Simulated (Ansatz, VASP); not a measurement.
One calculation of NaCuH4, two programs

```
CELL_PARAMETERS angstrom
3.91604 0.00000 0.00000
0.31375 4.00724 0.00000
0.34508 0.36055 10.14869
ATOMIC_POSITIONS crystal
Na 0.01970 0.97887 0.24822
Na 0.98030 0.02113 0.75178
Cu 0.00000 0.50000 0.00000
Cu 0.50000 0.00000 0.50000
H 0.55526 0.91776 0.00054
H 0.50824 0.00140 0.34853
H 0.99849 0.49110 0.15144
H 0.91968 0.56181 0.50098
H 0.44474 0.08224 0.99946
H 0.49176 0.99860 0.65147
H 0.00151 0.50890 0.84856
H 0.08032 0.43819 0.49902
```

Change from the starting cell: the structure that the rattled cell fell into.

Alike in both runs: task single point; functional PBE; k mesh 4 × 4 × 2; occupations gaussian, width 0.1 eV; no spin polarisation.

|  | VASP | Ansatz |
| --- | --- | --- |
| version | VASP 6.6.1 | Ansatz 0.2.0 |
| potentials or method | VASP PAW PBE potentials, release 64 (Na_pv, Cu, H) | scalar-relativistic, plane waves, PAW |
| plane-wave cutoff (eV) | 520 | 420 |
| valence electrons in the cell | 44 | 64 |

|  | VASP | Ansatz | Ansatz less VASP |
| --- | --- | --- | --- |
| gap on the k mesh at the Fermi level (eV) | 1.78 | 1.76 | -0.022 |
| least direct gap on the mesh (eV) | 1.82 | 1.80 | -0.022 |
| pressure (GPa) | 0.5 | 0.5 | +0.02 |
| largest component of the traceless stress (GPa) | 0.42 | 0.57 | +0.143 |
| rms of the force components (eV/Å) | 0.097 | 0.101 | +0.0047 |

Atom by atom the forces differ by 0.010 eV/Å (rms over components). The functional is the same, so the differences come from potentials, cutoffs and numerics. The two sets of potentials don't hold the same shells in valence.

A k mesh can miss the band edges.
